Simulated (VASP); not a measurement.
Data:

```
Na
1.0
   -2.08379     2.08379     2.08379
    2.08379    -2.08379     2.08379
    2.08379     2.08379    -2.08379
Na
1
Direct
  0.00000   0.00000   0.00000
```

Calculation: rev-vdW-DF2, VASP's PBE PAW potentials (set 64) (plane waves; VASP 6.6.1). Run with 520 eV cut-off, Gaussian smearing of 0.050 eV, potentials Na_pv.

Problem. Give the energies of bands 4 to 6 at the high-symmetry points, in eV from the Fermi level.

Solution. 
```
band      Γ     H     N     P
----  -----  ----  ----  ----
4     -3.37  4.56  0.74  2.72
5     11.84  4.56  1.19  2.72
6     11.84  4.92  8.28  2.72
```

It has no gap at this level: it comes out as a metal or semimetal.

The compound is Na in the bcc structure. It was relaxed first, which changed the volume by -6 %.
